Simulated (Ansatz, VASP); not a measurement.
**Cross-check of HfGe between VASP and Ansatz**

One calculation is typed for both programs; each brings its own data sets. How far apart do they land? The cell is generated by rule, not measured, and may not be a known phase. The cell is taken from a series of runs on this material, whose earlier steps may have relaxed, scaled, displaced or heated it; both programs get it as it stands.

Method: plane waves, with VASP 6.6.1 beside it; relaxation of cell and atoms at PBEsol, in Ansatz 0.2.0.

The structure was built from a prototype and need not be the compound's stable phase.

## 1. Set-up

The structure is cubic, space group F-43m (No. 216). Conventional cell: a = 6.021 Å, b = 6.021 Å, c = 6.021 Å, α = 90.00°, β = 90.00°, γ = 90.00°. Hf has 4 Ge at 2.61 Å nearest. Nearest to Ge lie 4 Hf at 2.61 Å. Farther neighbours are not listed.

## 2. Ansatz: relaxation of cell and atoms, PBEsol

Ansatz runs on its default PAW (the set named soft_2) files.

The relaxed volume is the usual yardstick between codes: in a stiff, nearly cubic crystal its relative difference is about their pressure difference at one cell divided by the bulk modulus.

The input, input.yaml:

```yaml
crystal:
  lattice:
    - [0.0, 3.0103292856, 3.0103292856]
    - [3.0103292856, 0.0, 3.0103292856]
    - [3.0103292856, 3.0103292856, 0.0]
  atoms:
    - { symbol: Hf, position: [0.0, 0.0, 0.0] }
    - { symbol: Ge, position: [0.25, 0.25, 0.25] }
kpoints:
  mp_grid: { grid: [10, 10, 10] }
hamiltonian:
  xc: pbesol
scf:
  occupations: { method: gaussian, width: 0.01 }
output:
  forces: true
  stress: true
  eigenvalues: true
relax:
  adjacent_minimum: "off"
  f_tol: 0.005
  max_steps: 80
  cell: { stress_tol: 0.05 }
```

Run with:

```sh
> ansatz run input.yaml --threads 4 --pin off --max-ram 7168MiB --backend cpu --events-out ev --progress --plain --runs-dir out
```

Numbers of over 12 decimals in the logs are rounded to 6 here.

The program printed:

```text
Engine: ansatz 0.2.0, x86_64-unknown-linux-gnu
Pseudopotentials: kind: paw
Pseudopotential: Hf, paw, valence charge 26, recommended cutoff 420 eV (normal), Hf.paw.azcp
Pseudopotential: Ge, paw, valence charge 14, recommended cutoff 420 eV (normal), Ge.paw.azcp
Functional definition: PBEsol
  exchange = pbesol_x
  correlation = pbesol_c
Crystal: 2 atoms, lattice volume = 54.560 Å³
Basis set: ecut = 420 eV, 1067 PW (Γ), exchange–correlation on 60×60×60 points (8 copies of the dense FFT grid, shifted against one another)
Bands: 24, of which v1, the nominal top of the filled ones, is band 20 counted from 1 (19 counted from 0)
Symmetry: 24 space group operations
Space group: F-43m (ITA 216), of the structure as read, at distance tolerance 3.8e-5 Å
k-points: 47 of 1000 (time reversal used)
Non-local potential: Hf, projectors of the file, l = 0: 3, l = 1: 2, l = 2: 2, l = 3: 3
Non-local potential: Ge, projectors of the file, l = 0: 2, l = 1: 2, l = 2: 3, l = 3: 1
PAW form: soft (Blöchl's): semilocal exchange-correlation on the pseudo side does not see the compensation charge
PAW frozen core: Hf, regenerated for the run's functional, and the local potential with it (the file was generated under x = pbe(κ = 0.804, μ = 0.219515), c = pbe(β = 0.066725))
PAW frozen core: Ge, regenerated for the run's functional, and the local potential with it (the file was generated under x = pbe(κ = 0.804, μ = 0.219515), c = pbe(β = 0.066725))
PAW one-centre angular grid: Hf, 590 points (default); XC on 64 Gauss nodes
PAW one-centre angular grid: Ge, 590 points (default); XC on 64 Gauss nodes
Initial density: superposition of atomic densities (neutral atoms: chi_scale 0, normalization atom), corrected by the library's trained network
Initial wavefunctions: pseudopotential atomic-orbital guess
Functional: x = pbesol(κ = 0.804, μ = 0.123457), c = pbesol(β = 0.046)
SCF iter   1: F=—  HF=-19850.689261 eV  |F-HF|=—  |Δ(HF+E_count)|=         —  Δρ=4.13e-3  dr2=1.04e-2  ethr=1.77e-3  ⟨swp⟩=4.6  Hψ=4295  notcnv=0
preconditioner: auto → none  [insulator: Δε(μ)=0.116 eV  Ē_g=18.627 eV  σ=0.010 eV  W_gap=1.00  n_scr=14 (ndim 8)  ℏωp=31.0 eV  f_vac=0.040  D(μ)=0.00/eV (n_scr^D=0)  ε∞_Penn≈3.8]
SCF iter   2: F=—  HF=-19850.687920 eV  |F-HF|=—  |Δ(HF+E_count)|=   1.34e-3  Δρ=1.69e-3  dr2=1.46e-3  ethr=2.59e-5  ⟨swp⟩=2.1  Hψ=1883  notcnv=0
SCF iter   3: F=—  HF=-19850.687997 eV  |F-HF|=—  |Δ(HF+E_count)|=   7.71e-5  Δρ=8.09e-4  dr2=5.02e-4  ethr=3.65e-6  ⟨swp⟩=2.5  Hψ=2172  notcnv=0
SCF iter   4: F=—  HF=-19850.687869 eV  |F-HF|=—  |Δ(HF+E_count)|=   1.28e-4  Δρ=2.17e-4  dr2=2.01e-5  ethr=1.25e-6  ⟨swp⟩=2.0  Hψ=2144  notcnv=0
SCF iter   5: F=—  HF=-19850.687866 eV  |F-HF|=—  |Δ(HF+E_count)|=   2.82e-6  Δρ=4.81e-5  dr2=6.94e-7  ethr=5.04e-8  ⟨swp⟩=2.0  Hψ=1645  notcnv=0
SCF iter   6: F=-19850.687867 eV  HF=-19850.687867 eV  |F-HF|=1.68e-9  |Δ(HF+E_count)|=   3.75e-7  Δρ=1.45e-5  dr2=5.46e-8  ethr=2.50e-10  ⟨swp⟩=5.1  Hψ=4988  notcnv=0
SCF 1 converged in 6 iterations: F = -19850.687867 eV  dr2 = 5.46e-8
  greatest PAW one-centre occupation: 0.998 electrons in one spin orbital (limit 2), on the Hf atom at site 0 (counted from 0), in its partial waves of l = 3
relax step   1: F+E_penalty+E_count = -19850.68786676 eV  Δ(F+E_penalty+E_count) = +0.000e0 eV  max|allowed force component| = 1.295e-16 eV/Å  Δτ_max = 0.0000 Å  P = +0.025 GPa  Ω = 54.560 Å³  (6 SCF iters, dr2 threshold 1.00e-7 eV, accepted)
Initial density: handed on by an earlier stage of this run
Initial wavefunctions: pseudopotential atomic-orbital guess (no wavefunctions were taken with the density)
iter 1 solved again at ethr=3.52e-8 eV; its pass at ethr=3.10e-3 eV (dr2=1.41e-5 eV) is discarded
SCF iter   1: F=—  HF=-19850.687866 eV  |F-HF|=—  |Δ(HF+E_count)|=         —  Δρ=1.45e-5  dr2=5.50e-8  ethr=3.52e-8  ⟨swp⟩=3.2  Hψ=7375  notcnv=0
preconditioner: auto → none  [insulator: Δε(μ)=0.076 eV  Ē_g=18.628 eV  σ=0.010 eV  W_gap=1.00  n_scr=14 (ndim 8)  ℏωp=31.0 eV  f_vac=0.052  D(μ)=0.00/eV (n_scr^D=0)  ε∞_Penn≈3.8]
SCF iter   2: F=—  HF=-19850.687867 eV  |F-HF|=—  |Δ(HF+E_count)|=   1.04e-6  Δρ=6.60e-6  dr2=1.14e-8  ethr=1.38e-10  ⟨swp⟩=2.0  Hψ=2040  notcnv=0
SCF iter   3: F=—  HF=-19850.687867 eV  |F-HF|=—  |Δ(HF+E_count)|=   6.28e-9  Δρ=2.71e-6  dr2=2.88e-9  ethr=2.85e-11  ⟨swp⟩=2.0  Hψ=1880  notcnv=0
SCF iter   4: F=—  HF=-19850.687867 eV  |F-HF|=—  |Δ(HF+E_count)|=  2.76e-10  Δρ=5.75e-7  dr2=2.94e-10  ethr=7.20e-12  ⟨swp⟩=2.0  Hψ=1880  notcnv=0
SCF iter   5: F=-19850.687867 eV  HF=-19850.687867 eV  |F-HF|=0.00e0  |Δ(HF+E_count)|=  7.64e-11  Δρ=1.71e-7  dr2=1.27e-11  ethr=1.00e-12  ⟨swp⟩=4.1  Hψ=5831  notcnv=0
SCF 2 converged in 5 iterations: F = -19850.687867 eV  dr2 = 1.27e-11
relax step   2: F+E_penalty+E_count = -19850.68786677 eV  Δ(F+E_penalty+E_count) = -1.402e-8 eV  max|allowed force component| = 1.665e-16 eV/Å  Δτ_max = 0.0000 Å  P = +0.024 GPa  Ω = 54.560 Å³  stress off target by 2.45e-2 GPa  SCF on the basis re-selected at this cell (its energy is not comparable with the rows above)  (5 SCF iters)
basis re-selected at this cell: Δ(F+E_penalty+E_count) = -1.402e-8 eV, ΔP = -0.000 GPa vs the last step (what re-selecting the basis moved, of the pressure what is left beyond the Pulay correction that the steps carried, after the strain that the cell walked since its last selection, with what the two solves' SCF thresholds leave and, on support functions, any second-order correction that the steps lacked; it is no m [...]
SCF converged after 5 iterations
Free energy (F): -19850.687867 eV
Harris-Foulkes:  -19850.687867 eV  (|F-HF|=0.00e0)
Internal energy: -19850.687867 eV  (E = F + TS)
E sigma→0 (E₀):  -19850.687867 eV
Fermi energy:    10.331829 eV
--- Per-component energies (eV) ---
  E_band       = -324.104320
  E_kinetic    = 533.730187
  E_local      = -9045.582893  (includes V_loc(G=0)·N_el)
  E_nonlocal   = -818.984087
  E_hartree    = 4113.215793
  E_xc         = -371.367367
  E_vxc        = -328.900714  (∫ρ·V_xc dr)
  E_paw        = -8784.698547  (= ΣΔE_a)
  E_vpaw       = 1109.201150  (= ΣTr[D̂ρ^β])
  E_aug_tail   = 0.000289  (compensation charges beyond the density's cutoff)
  E_ewald      = -5479.170270
  E_core_change = 2.169028  (= ΣΔE_core)
  E_smearing   = -0.000000  (= −TS)
  E_closure    = -0.000000  (closes the sum)
  Σ components = -19850.687867   (vs F -19850.687867, Δ=0.00e0)
--- Forces (eV/Å), atoms counted from 1 ---
  atom   1  Hf     0.00000000    -0.00000000     0.00000000
  atom   2  Ge    -0.00000000     0.00000000    -0.00000000
  max |Σ_I F_I| component: 2.59e-16 eV/Å
--- Stress (GPa, compression-positive) ---
        0.024463      -0.000000      -0.000000
        0.000000       0.024463       0.000000
       -0.000000       0.000000       0.024463
  P = ⅓ Tr σ = 0.0245 GPa (0.245 kbar)
--- Band table (eV; the first three rows and the last of 47) ---
  k-point 0: bands = [... 16 lower, 1.3188, 8.9651, 8.9651, 8.9651, 12.0680, 12.0680, 13.7144, 17.7186]
  k-point 1: bands = [... 16 lower, 1.4225, 8.7378, 9.0173, 9.0173, 12.0139, 12.0139, 14.1081, 16.9367]
  k-point 2: bands = [... 16 lower, 1.7109, 8.2558, 9.1417, 9.1417, 11.9445, 11.9445, 14.8806, 15.4496]
  k-point 46: bands = [... 16 lower, 3.1298, 7.7376, 8.6251, 10.0448, 10.5804, 12.2315, 12.6673, 13.6143]
--- Relaxed structure (1 steps of the walk, 1 accepted, 1 SCFs on fresh bases) ---
  F+E_penalty+E_count = -19850.68786677 eV   max|allowed force component| = 1.665e-16 eV/Å   (the final SCF, on the basis selected at the relaxed cell)
  cell:  # Å, volume = 54.5597 Å³
    - [0.0, 3.0103292856, 3.0103292856]
    - [3.0103292856, 0.0, 3.0103292856]
    - [3.0103292856, 3.0103292856, 0.0]
  atoms:
    - { symbol: Hf, position: [0.0, 0.0, 0.0] }
    - { symbol: Ge, position: [0.25, 0.25, 0.25] }
```

Reading the cycles: dr2 is the Hartree energy of the density residual (eV), the measure of convergence; HF is the Harris–Foulkes estimate of the energy, which meets the free energy F at convergence.

## 3. VASP: relaxation of cell and atoms, PBEsol

The same cell, functional, mesh and smearing now go to VASP, with its own data sets.

Lines of VASP's logs that name or quote its potential files are left out, and so is its time.

The input, INCAR:

```
SYSTEM = HfGe
PREC = Accurate
ENCUT = 500
EDIFF = 1E-07
NELM = 120
ISMEAR = 0
SIGMA = 0.01
LREAL = .FALSE.
ALGO = Normal
GGA = PS
NBANDS = 18
LASPH = .TRUE.
LORBIT = 11
LWAVE = .FALSE.
LCHARG = .FALSE.
ISIF = 3
IBRION = 2
NSW = 80
EDIFFG = -0.005
GGA_COMPAT = .FALSE.
NELMIN = 4
```

The input, POSCAR:

```
HfGe
1.0
    0.0000000000      3.0103290000      3.0103290000
    3.0103290000      0.0000000000      3.0103290000
    3.0103290000      3.0103290000      0.0000000000
Hf Ge
1 1
Direct
    0.0000000000      0.0000000000      0.0000000000
    0.2500000830      0.2500000830      0.2500000830
```

The input, KPOINTS:

```
Automatic mesh
0
Gamma
10 10 10
0 0 0
```

The projector-augmented-wave data sets are Hf_pv and Ge_d (PBE family, release 64).

Run with:

```sh
> mpirun -np 1 vasp_std
```

The program printed:

```text
[banner, memory and clock lines left out]
running    1 mpi-ranks, on    1 nodes
 distrk:  each k-point on    1 cores,    1 groups
 distr:  one band on    1 cores,    1 groups

 POSCAR found type information on POSCAR HfGe
 POSCAR found :  2 types and       2 ions
|                                                                             |
|               ----> ADVICE to this user running VASP <----                  |
|                                                                             |
|     You enforced a specific xc type in the INCAR file but a different       |
|     [... a line on the potential file left out ...]
|     I HOPE YOU KNOW WHAT YOU ARE DOING!                                     |
|                                                                             |

 LDA part: xc-table for (Slater+PW92), standard interpolation
 POSCAR, INCAR and KPOINTS ok, starting setup
 FFT: planning ... GRIDC
 FFT: planning ... GRID_SOFT
 FFT: planning ... GRID
 WAVECAR not read
 entering main loop
       N       E                     dE             d eps       ncg     rms          rms(c)
DAV:   1     0.153473182663E+03    0.15347E+03   -0.12609E+04  1784   0.257E+03
DAV:   2     0.158092920415E+01   -0.15189E+03   -0.14866E+03  1860   0.516E+02
DAV:   3    -0.155736711786E+02   -0.17155E+02   -0.16943E+02  2062   0.113E+02
DAV:   4    -0.161256947404E+02   -0.55202E+00   -0.55143E+00  2050   0.216E+01
DAV:   5    -0.161357236420E+02   -0.10029E-01   -0.10028E-01  2164   0.331E+00    0.391E+01
DAV:   6    -0.147140747159E+02    0.14216E+01   -0.36100E+00  2618   0.131E+01    0.247E+01
DAV:   7    -0.146438357390E+02    0.70239E-01   -0.10902E+00  1856   0.717E+00    0.464E+00
DAV:   8    -0.146158645731E+02    0.27971E-01   -0.23964E-01  2142   0.288E+00    0.128E+00
DAV:   9    -0.146142097654E+02    0.16548E-02   -0.15717E-02  2192   0.118E+00    0.439E-01
DAV:  10    -0.146141294873E+02    0.80278E-04   -0.75565E-04  2054   0.335E-01    0.219E-01
DAV:  11    -0.146141408787E+02   -0.11391E-04   -0.70152E-05  2224   0.588E-02    0.584E-02
DAV:  12    -0.146141358802E+02    0.49985E-05   -0.43098E-05  1812   0.429E-02    0.537E-03
DAV:  13    -0.146141355750E+02    0.30515E-06   -0.25907E-06  1842   0.118E-02    0.193E-03
DAV:  14    -0.146141355576E+02    0.17412E-07   -0.36376E-07  1506   0.299E-03
   1 F= -.14614136E+02 E0= -.14614136E+02  d E =-.146141E+02
 curvature:   0.00 expect dE= 0.000E+00 dE for cont linesearch  0.000E+00
 trial: gam= 0.00000 g(F)=  0.156E-39 g(S)=  0.717E-03 ort = 0.000E+00 (trialstep = 0.100E+01)
 search vector abs. value=  0.717E-03
 bond charge predicted
       N       E                     dE             d eps       ncg     rms          rms(c)
DAV:   1    -0.146250570641E+02   -0.10921E-01   -0.16994E-01  2240   0.568E+00    0.926E-01
DAV:   2    -0.146168019074E+02    0.82552E-02   -0.15436E-02  2218   0.161E+00    0.301E-01
DAV:   3    -0.146145849689E+02    0.22169E-02   -0.33070E-03  2208   0.621E-01    0.111E-01
DAV:   4    -0.146142803603E+02    0.30461E-03   -0.20925E-04  2592   0.110E-01    0.784E-02
DAV:   5    -0.146142277564E+02    0.52604E-04   -0.32784E-05  1806   0.564E-02    0.283E-02
DAV:   6    -0.146142283867E+02   -0.63032E-06   -0.84064E-06  2270   0.360E-02    0.606E-03
DAV:   7    -0.146142278695E+02    0.51725E-06   -0.94442E-07  2220   0.111E-02    0.192E-03
DAV:   8    -0.146142279259E+02   -0.56385E-07   -0.15625E-08   976   0.119E-03
   2 F= -.14614228E+02 E0= -.14614228E+02  d E =-.923682E-04
 trial-energy change:   -0.000092  1 .order   -0.000090   -0.000717    0.000537
 step:   0.5746(harm=  0.5716)  dis= 0.00000  next Energy=   -14.614342 (dE=-0.206E-03)
 bond charge predicted
       N       E                     dE             d eps       ncg     rms          rms(c)
DAV:   1    -0.146163037561E+02   -0.20759E-02   -0.31017E-02  2242   0.246E+00    0.397E-01
DAV:   2    -0.146148149052E+02    0.14889E-02   -0.27660E-03  2220   0.678E-01    0.128E-01
DAV:   3    -0.146144127581E+02    0.40215E-03   -0.59623E-04  2206   0.266E-01    0.473E-02
DAV:   4    -0.146143539853E+02    0.58773E-04   -0.38920E-05  2598   0.473E-02    0.324E-02
DAV:   5    -0.146143424619E+02    0.11523E-04   -0.60056E-06  1818   0.243E-02    0.117E-02
DAV:   6    -0.146143416531E+02    0.80879E-06   -0.14227E-06  2274   0.149E-02    0.243E-03
DAV:   7    -0.146143416612E+02   -0.80868E-08   -0.14722E-07  1002   0.460E-03
   3 F= -.14614342E+02 E0= -.14614342E+02  d E =-.206104E-03
 curvature:  -0.29 expect dE=-0.136E-07 dE for cont linesearch -0.136E-07
 trial: gam= 0.00000 g(F)=  0.262E-40 g(S)=  0.477E-07 ort =-0.585E-05 (trialstep = 0.915E+00)
 search vector abs. value=  0.478E-07
 reached required accuracy - stopping structural energy minimisation
```

Parts of OUTCAR (step 3):

```text
ion  position               nearest neighbor table
   1  0.000  0.000  0.000-   2 2.61   2 2.61   2 2.61   2 2.61
   2  0.250  0.250  0.250-   1 2.61   1 2.61   1 2.61   1 2.61

  LATTYP: Found a face centered cubic cell.
 ALAT       =     6.0206580000

 Subroutine GETGRP returns: Found 24 space group operations
 (whereof 24 operations were pure point group operations)

The static configuration has the point symmetry T_d .

 Found     47 irreducible k-points:

   k-points           NKPTS =     47   k-points in BZ     NKDIM =     47   number of bands    NBANDS=     18

   dimension x,y,z NGX =    32 NGY =   32 NGZ =   32
   dimension x,y,z NGXF=    64 NGYF=   64 NGZF=   64

   ENCUT  =  500.0 eV  36.75 Ry    6.06 a.u.   7.76  7.76  7.76*2*pi/ulx,y,z

   NELECT =      24.0000    total number of electrons

 k-points in reciprocal lattice and weights: Automatic mesh
   0.00000000  0.00000000  0.00000000       0.001
   0.10000000  0.00000000  0.00000000       0.008
   0.20000000  0.00000000  0.00000000       0.008
   0.30000000  0.00000000  0.00000000       0.008
   0.40000000  0.00000000  0.00000000       0.008
   0.50000000  0.00000000  0.00000000       0.004
   0.10000000  0.10000000  0.00000000       0.006
   0.20000000  0.10000000  0.00000000       0.024
   0.30000000  0.10000000  0.00000000       0.024
[...]
-0.30000000  0.40000000  0.20000000       0.024
  -0.30000000  0.50000000  0.20000000       0.012

 average (electrostatic) potential at core
       1 -39.8109       2 -74.5188

 E-fermi :   2.7266

 k-point     1 :       0.0000    0.0000    0.0000
  band No.  band energies     occupation
    ...
      8     -20.1563      2.00000
      9      -6.3279      2.00000
     10       1.3529      2.00000
     11       1.3529      2.00000
     12       1.3530      2.00000
     13       4.4673      0.00000
     14       4.4673      0.00000
     15       6.1142      0.00000
     16      10.1366      0.00000
     17      10.1366      0.00000
    ...

 k-point     2 :       0.1000    0.0000    0.0000
  band No.  band energies     occupation
    ...
      8     -20.1557      2.00000
      9      -6.2222      2.00000
     10       1.1252      2.00000
     11       1.4052      2.00000
     12       1.4052      2.00000
     13       4.4126      0.00000
     14       4.4126      0.00000
     15       6.5107      0.00000
     16       9.3605      0.00000
     17      10.1594      0.00000
    ...

 k-point     3 :       0.2000    0.0000    0.0000
  band No.  band energies     occupation
    ...
      8     -20.1548      2.00000
      9      -5.9287      2.00000
     10       0.6429      2.00000
     11       1.5299      2.00000
     12       1.5299      2.00000
     13       4.3424      0.00000
     14       4.3424      0.00000
     15       7.2884      0.00000
     16       7.8712      0.00000
     17       9.7213      0.00000
    ...

  Total        0.0008119      0.0008119      0.0008119      0.0000000      0.0000000     -0.0000000
  in kB        0.0239396      0.0239396      0.0239396      0.0000000      0.0000000     -0.0000000
  external PRESSURE =       0.0239396 kB  Pullay stress =       0.0000000 kB

  energy-cutoff  :      500.00
  volume of cell :       54.33
      direct lattice vectors                 reciprocal lattice vectors
    -0.000000000  3.006176383  3.006176383    -0.166324239  0.166324239  0.166324239
     3.006176383  0.000000000  3.006176383     0.166324239 -0.166324239  0.166324239
     3.006176383  3.006176383 -0.000000000     0.166324239  0.166324239 -0.166324239

 POSITION                                       TOTAL-FORCE (eV/Angst)
 -----------------------------------------------------------------------------------
      0.00000      0.00000      0.00000        -0.000000     -0.000000     -0.000000
      1.50309      1.50309      1.50309         0.000000      0.000000      0.000000
 -----------------------------------------------------------------------------------
    total drift:                               -0.000302     -0.000302     -0.000302

  FREE ENERGIE OF THE ION-ELECTRON SYSTEM (eV)
  ---------------------------------------------------
  free  energy   TOTEN  =       -14.6143416612 eV

  energy  without entropy=      -14.6143416611  energy(sigma->0) =      -14.61434166

 reached required accuracy - stopping structural energy minimisation

 total charge
# of ion       s       p       d       tot
------------------------------------------
    1        0.351   6.336   1.486   8.173
    2        1.156   1.485   9.970  12.610
--------------------------------------------------
tot          1.507   7.821  11.456  20.784

[... 3 further parts left out ...]
```

CONTCAR:

```
HfGe
   1.00000000000000
    -0.0000000000000000    3.0061763828190542    3.0061763828190542
     3.0061763828190542    0.0000000000000000    3.0061763828190542
     3.0061763828190542    3.0061763828190542   -0.0000000000000000
  Hf              Ge
     1     1
Direct
     0.0000000000000000    0.0000000000000000    0.0000000000000000
     0.2500000830000033    0.2500000830000033    0.2500000830000033
```

## 4. Comparison

Known differences besides the potentials themselves: the data sets hold 40 valence electrons in Ansatz (on its default PAW (the set named soft_2) files) and 24 in VASP; the cutoff is 420 eV in Ansatz and 500 eV in VASP; Ansatz makes its cores anew for this functional, VASP keeps those of its PBE data sets; Ansatz adds a Pulay correction to the stress that steers its cell, VASP none. Total energies have different zeros and are not compared.

Both answers:

| quantity | Ansatz | VASP | difference |
| --- | --- | --- | --- |
| volume (Å³) | 54.56 | 54.33 | +0.42 % |
| edge a after relaxation, in the typed setting (Å) | 4.257 | 4.251 | +0.14 % |

## 5. Summary of results

- difference in volume (relaxation of cell and atoms, PBEsol): 0.42 %

In words: The difference in volume is 0.42 % (relaxation of cell and atoms, PBEsol), within the 1.2 % picked in this series as the mark of a large difference, as far as the stopping tolerances let one tell. The data sets hold unlike numbers of valence electrons (40 in Ansatz and 24 in VASP), so part of the differences comes from the potentials. 1 further run of this series is not shown here. Such differences can come from data sets, numerical settings and the points named under the comparisons, not from the functional's error against experiment.

[Lines on the potential files, build, host, timing and source positions are cut from VASP's logs without a mark.]

[Logs are printed without paths, hosts, clocks, repeated set-up lines and the standing remarks that a program may print on its own settings, such as how far it seeks lower states.]

[Hosts, paths, dates, database ids (printed as entryN), source tags and the programs' standing remarks are cut or masked in the printed files.]
